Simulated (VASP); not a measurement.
Consider the following.

```xyz
4
Lattice="3.8639 0.0000 0.0000 0.0000 3.8639 0.0000 0.0000 0.0000 4.7880" Properties=species:S:1:pos:R:3 pbc="T T T"
Pb     1.9319     3.8639     3.6291
Pb     0.0000     1.9319     1.1589
O      1.9319     1.9319     0.0000
O      3.8639     0.0000     0.0000
```

Method: LDA (Ceperley-Alder, Perdew-Zunger), VASP's LDA PAW potentials (set 64) (plane waves; VASP). Settings: 520 eV cut-off, 6×6×5 Γ-centred mesh, Gaussian smearing of 0.050 eV, potentials Pb_d O.

Problem. The ions and cell shape at fixed volume are relaxed. What does this cell relax into?

Solution. 
```xyz
4
Lattice="3.9349 0.0000 0.0000 0.0000 3.9349 0.0000 0.0000 0.0000 4.6167" Properties=species:S:1:pos:R:3 pbc="T T T"
Pb     1.9675     0.0000     3.4412
Pb     0.0000     1.9675     1.1755
O      1.9675     1.9675     0.0000
O      0.0000     0.0000     0.0000
```
Space group P4/nmm (129), at a tolerance of 0.03 Å.

Problem. How much energy does the relaxation gain?

Solution. The energy (σ→0) changes by -15.6 meV/atom, in 9 ionic steps.

```tsv
step	E(σ→0) (eV)	max force (eV/Å)	pressure (GPa)	volume (Å³)
1	-24.3112	0.917	6.57	71.48
2	-24.3581	0.075	3.48	71.48
3	-24.3590	0.056	3.00	71.48
4	-24.3664	0.025	2.74	71.48
5	-24.3735	0.029	2.16	71.48
6	-24.3735	0.032	2.11	71.48
7	-24.3735	0.033	2.10	71.48
8	-24.3736	0.011	1.93	71.48
9	-24.3736	0.002	1.98	71.48
```

The compound is PbO in the litharge structure. This cell is one point of a volume scan, at 0.94 of the reference volume. Symmetry was kept, so distortions that lower it aren't found.
